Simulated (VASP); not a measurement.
All values below come from PBE GGA, VASP's PBE PAW potentials (set 64) (plane waves; VASP).

A VASP calculation is set up with these files.

KPOINTS:
```
Automatic mesh
0
Gamma
16 16 16
0 0 0
```

INCAR:
```
MAGMOM  =  0.6
LASPH  =  .True.
LREAL  =  .False.
LORBIT  =  10
LMAXMIX  =  4   ! l cut-off of mixed one-centre charges
PREC  =  Accurate
NELM  =  100
SYSTEM  =  Ni
LWAVE  =  .False.
ISPIN  =  2   ! spin-polarised
EDIFF  =  1E-7   ! SCF stop (eV)
ISMEAR  =  1   ! Methfessel-Paxton
ENCUT  =  480   ! plane-wave cut-off (eV)
ALGO  =  Normal   ! blocked Davidson
GGA  =  PE
ISIF  =  2   ! forces and stress, cell fixed
SIGMA  =  0.1   ! width (eV)
LCHARG  =  .False.
```

**POSCAR**
```
Ni
1
    0.0000000000     1.7563364750     1.7563364750
    1.7563364750    -0.0000000000     1.7563364750
    1.7563364750     1.7563364750     0.0000000000
Ni
1
Direct
  0.0000000000   0.0000000000   0.0000000000
```

POTCAR, in this order: Ni (PBE.64 set). Program: vasp_std.

Q: What will the output report for the number of irreducible k-points (NKPTS), number of bands (NBANDS), largest plane-wave count, number of space-group operations, FFT grid (NGX, NGY, NGZ)?

A: 
| Property | Result |
|---|---|
| number of irreducible k-points (NKPTS) | 145 |
| number of bands (NBANDS) | 9 |
| largest plane-wave count | 273 |
| number of space-group operations | 48 |
| FFT grid (NGX, NGY, NGZ) | 18 × 18 × 18 |

The compound is Ni in the fcc structure. It was relaxed first.
